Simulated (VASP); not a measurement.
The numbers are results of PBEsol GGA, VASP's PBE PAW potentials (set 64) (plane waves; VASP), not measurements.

VASP ran on this input.

KPOINTS:
```
K-points
0
G
 5 5 3
0 0 0
```

**POSCAR**
```
Ti2C
6.2633620
  0.6553740627   0.0000000000   0.0000000000
  0.0000000000   0.6553740627   0.0000000000
  0.0000000000   0.0000000000   1.0000000000
Ti C
4 2
Cartesian
  0.0000000000   0.0000000000   0.0000000000
  0.3276870313   0.3276870313   0.0000000000
  0.3276870313   0.0000000000   0.2700000000
  0.0000000000   0.3276870313   0.7300000000
  0.3276870313   0.0000000000   0.7000000000
  0.0000000000   0.3276870313   0.3000000000
```

INCAR:
```
SYSTEM = Ti2C
PREC = Accurate
ENCUT = 400
EDIFF = 1E-6
NELM = 100
ALGO = Normal
LREAL = .FALSE.
LASPH = .TRUE.
ISMEAR = -1
SIGMA = 0.1
GGA = PS
LMAXMIX = 4
LWAVE = .FALSE.
LCHARG = .FALSE.
ISIF = 2
```

POTCAR, in this order: Ti_sv C (PBE.64 set). Program: vasp_std.

What VASP printed:

File OUTCAR:
```
 ion  position               nearest neighbor table
   1  0.000  0.000  0.000-   3 2.66   4 2.66   4 2.66   3 2.66   2 2.90   2 2.90   2 2.90   2 2.90
  LATTYP: Found a simple tetragonal cell.
 ALAT       =     4.1048450000
 C/A-ratio  =     1.5258461647
 Subroutine PRICEL returns:
 Original cell was already a primitive cell.
 Subroutine GETGRP returns: Found 16 space group operations
The static configuration has the point symmetry D_2d.
 The point group associated with its full space group is D_4h.
The dynamic configuration has the point symmetry D_2d.
 Subroutine INISYM returns: Found 16 space group operations
 Subroutine IBZKPT returns following result:
 Found     12 irreducible k-points:

 Following reciprocal coordinates:
            Coordinates               Weight
  0.000000  0.000000  0.000000      1.000000
  0.200000  0.000000  0.000000      4.000000
  0.400000  0.000000  0.000000      4.000000
  0.200000  0.200000  0.000000      4.000000
  0.400000  0.200000  0.000000      8.000000
  0.400000  0.400000  0.000000      4.000000
  0.000000  0.000000  0.333333      2.000000
  0.200000  0.000000  0.333333      8.000000
  0.400000  0.000000  0.333333      8.000000
  0.200000  0.200000  0.333333      8.000000
  0.400000  0.200000  0.333333     16.000000
  0.400000  0.400000  0.333333      8.000000
   k-points           NKPTS =     12   k-points in BZ     NKDIM =     12   number of bands    NBANDS=     33
   number of dos      NEDOS =    301   number of ions     NIONS =      6
   total plane-waves  NPLWV =  32928
   dimension x,y,z NGX =    28 NGY =   28 NGZ =   42
   dimension x,y,z NGXF=    56 NGYF=   56 NGZF=   84
   ions per type =               4   2
   PREC   = accura    normal or accurate (medium, high low for compatibility)
   ISTART =      0    job   : 0-new  1-cont  2-samecut
   ICHARG =      2    charge: 1-file 2-atom 10-const
   ISPIN  =      1    spin polarized calculation?
   LNONCOLLINEAR =      F non collinear calculations
...
```

OSZICAR:
```
       N       E                     dE             d eps       ncg     rms          rms(c)
DAV:   1     0.634226836625E+03    0.63423E+03   -0.24999E+04   792   0.166E+03
DAV:   2     0.387605748354E+02   -0.59547E+03   -0.58983E+03   792   0.528E+02
DAV:   3    -0.437900216799E+02   -0.82551E+02   -0.81593E+02  1370   0.168E+02
DAV:   4    -0.530044350949E+02   -0.92144E+01   -0.91568E+01  1240   0.489E+01
DAV:   5    -0.535978296269E+02   -0.59339E+00   -0.59070E+00  1296   0.111E+01    0.196E+01
DAV:   6    -0.524560292516E+02    0.11418E+01   -0.16519E+02  1233   0.692E+01    0.265E+01
DAV:   7    -0.471089523670E+02    0.53471E+01   -0.16692E+02  1095   0.514E+01    0.122E+01
DAV:   8    -0.451631829212E+02    0.19458E+01   -0.18271E+01  1052   0.207E+01    0.612E+00
DAV:   9    -0.444876376833E+02    0.67555E+00   -0.45571E+00  1119   0.166E+01    0.182E+00
DAV:  10    -0.445113404794E+02   -0.23703E-01   -0.55410E-01  1088   0.595E+00    0.111E+00
DAV:  11    -0.445109713367E+02    0.36914E-03   -0.60310E-02  1272   0.219E+00    0.535E-01
DAV:  12    -0.445122021660E+02   -0.12308E-02   -0.10175E-02  1088   0.738E-01    0.105E-01
DAV:  13    -0.445120758909E+02    0.12628E-03   -0.10646E-03  1240   0.199E-01    0.553E-02
DAV:  14    -0.445120977275E+02   -0.21837E-04   -0.11032E-04  1184   0.759E-02    0.197E-02
DAV:  15    -0.445120990429E+02   -0.13154E-05   -0.37882E-05  1256   0.366E-02    0.190E-02
DAV:  16    -0.445120951847E+02    0.38582E-05   -0.33885E-05   912   0.338E-02    0.214E-03
DAV:  17    -0.445120954326E+02   -0.24789E-06   -0.27661E-06   664   0.834E-03
   1 F= -.44512095E+02 E0= -.44358740E+02  d E =-.306711E+00
```

### OUTCAR
```
------------------------ aborting loop because EDIFF is reached ----------------------------------------
  FORCE on cell =-STRESS in cart. coord.  units (eV):
  Direction    XX          YY          ZZ          XY          YZ          ZX
  --------------------------------------------------------------------------------------
  Total      -17.4364164    -17.4364164     -8.7619952      0.0000000      0.0000000     -0.0000000
  in kB     -264.7078233   -264.7078233   -133.0186566      0.0000000      0.0000000     -0.0000000
  external PRESSURE =    -220.8114344 kB  Pullay stress =       0.0000000 kB
  volume of cell :      105.54
      direct lattice vectors                 reciprocal lattice vectors
     4.104845000  0.000000000  0.000000000     0.243614558  0.000000000  0.000000000
     0.000000000  4.104845000  0.000000000     0.000000000  0.243614558  0.000000000
     0.000000000  0.000000000  6.263362000     0.000000000  0.000000000  0.159658663
 POSITION                                       TOTAL-FORCE (eV/Angst)
 -----------------------------------------------------------------------------------
      0.00000      0.00000      0.00000         0.000000      0.000000      0.000000
      2.05242      2.05242      0.00000         0.000000     -0.000000      0.000000
      2.05242      0.00000      1.69111         0.000000      0.000000      4.981603
      0.00000      2.05242      4.57225        -0.000000      0.000000     -4.981603
      2.05242      0.00000      4.38435        -0.000000     -0.000000      1.861937
      0.00000      2.05242      1.87901         0.000000      0.000000     -1.861937
 -----------------------------------------------------------------------------------
    total drift:                                0.000000      0.000000      0.000000
  FREE ENERGIE OF THE ION-ELECTRON SYSTEM (eV)
  ---------------------------------------------------
  free  energy   TOTEN  =       -44.5120954326 eV

  energy  without entropy=      -44.2053846234  energy(sigma->0) =      -44.35874003
```
(Selected blocks of OUTCAR.)

**OUTCAR**
```
 val. band max:        5.2550347295   @ k =   0.2000   0.2000   0.3333

 cond. band min:       5.2692131994   @ k =   0.2000   0.0000   0.0000


 Fermi energy:         5.2662887328

 k-point     1 :       0.0000    0.0000    0.0000
  band No.  band energies     occupation
      1     -51.6710      2.00000
      2     -51.6548      2.00000
      3     -50.8837      2.00000
      4     -50.8137      2.00000
      5     -28.1522      2.00000
      6     -28.1522      2.00000
      7     -28.0925      2.00000
      8     -28.0925      2.00000
      9     -27.9715      2.00000
     10     -27.8757      2.00000
     11     -27.2943      2.00000
     12     -27.2943      2.00000
     13     -27.2669      2.00000
     14     -27.2416      2.00000
     15     -27.0270      2.00000
     16     -27.0270      2.00000
     17      -4.2244      2.00000
     18      -3.3125      2.00000
     19       1.8525      2.00000
     20       3.4769      2.00000
     21       3.7136      2.00000
     22       3.7136      2.00000
     23       4.1740      1.99996
     24       4.2742      1.99990
     25       4.3688      1.99975
     26       4.5175      1.99888
     27       4.5175      1.99888
     28       5.1712      1.44240
     29       5.4747      0.22138
     30       5.4927      0.18826
     31       5.4927      0.18826
     32       5.9571      0.00200
     33       6.3829      0.00003

 k-point     2 :       0.2000    0.0000    0.0000
  band No.  band energies     occupation
      1     -51.6679      2.00000
      2     -51.6549      2.00000
      3     -50.8785      2.00000
      4     -50.8219      2.00000
      5     -28.1473      2.00000
      6     -28.1441      2.00000
      7     -28.1042      2.00000
      8     -28.0960      2.00000
      9     -27.9761      2.00000
     10     -27.8921      2.00000
     11     -27.2724      2.00000
     12     -27.2716      2.00000
     13     -27.2571      2.00000
     14     -27.2307      2.00000
     15     -27.0550      2.00000
...
```

At this cut-off the stress carries a Pulay error, which pulls relaxed volumes low.

The structure was generated: Ti2C was put into an ordered model structure, which need not be its known phase. The cell was not relaxed at this level. The k-mesh is coarse (spacing up to 0.33 per Å, 2π included), so the numbers may not be converged in it. The run is one of a series of settings (GGA = PS against the base run), some of them coarse on purpose.
